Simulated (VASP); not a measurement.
Level of theory: PBE GGA with D3 dispersion (Becke-Johnson damping), VASP's PBE PAW potentials (set 64) (plane waves; VASP).

VASP ran on this input.

**INCAR**
```
! general
SYSTEM=MgS
PREC  =Accurate
ENCUT =400   ! plane-wave cut-off (eV)
LREAL =F   ! projection in real space or not
LASPH =T

! electronic loop
EDIFF =1E-6   ! SCF stop (eV)
NELM  =100   ! most electronic steps
ALGO  =Normal   ! blocked Davidson

! smearing
ISMEAR=0
SIGMA =0.05   ! width (eV)

! functional
GGA   =PE   ! PBE
IVDW  =12

! ions
ISIF  =2   ! forces and stress, cell fixed

! output
LWAVE =F
LCHARG=F
```

POSCAR:
```
MgS
1.0
  0.0000000000   2.6568070000   2.5703360000
  2.5496310000   0.0000000000   2.5703360000
  2.5496310000   2.6568070000   0.0000000000
Mg S
1 1
Cartesian
  0.0000000000   0.0000000000   0.0000000000
  2.5790843373   2.6568070000   2.5703360000
```

KPOINTS:
```
Automatic mesh
0
Gamma
8 8 8
0 0 0
```

POTCAR, in this order: Mg S (PBE.64 set). Program: vasp_std.

Question: What does the run give for the energy per atom (σ→0), dispersion energy, pressure, largest force?

Answer: 
* **energy per atom (σ→0)**: -4.602 eV/atom
* **dispersion energy**: -0.719 eV
* **pressure**: -1.31 GPa
* **largest force**: 0.120 eV/Å

**OSZICAR**
```
...
DAV:   6    -0.852595769532E+01    0.36248E+00   -0.92658E-01  1552   0.480E+00    0.353E+00
DAV:   7    -0.848510906591E+01    0.40849E-01   -0.23878E-01  1888   0.262E+00    0.234E+00
DAV:   8    -0.848528850340E+01   -0.17944E-03   -0.12982E-02  1720   0.959E-01    0.891E-01
DAV:   9    -0.848512356204E+01    0.16494E-03   -0.52036E-04  1912   0.186E-01    0.268E-01
DAV:  10    -0.848516321882E+01   -0.39657E-04   -0.13660E-04  2200   0.775E-02    0.138E-02
DAV:  11    -0.848516103322E+01    0.21856E-05   -0.18835E-05  1792   0.226E-02    0.926E-03
DAV:  12    -0.848516106445E+01   -0.31224E-07   -0.38997E-07  1064   0.547E-03
   1 F= -.92043091E+01 E0= -.92043091E+01  d E =-.115661E-15
```

The compound is MgS in the rock salt structure. The cell was not relaxed at this level, atoms are displaced from their ideal sites. The run is one of a series of settings (IVDW = 12 against the base run), some of them coarse on purpose.
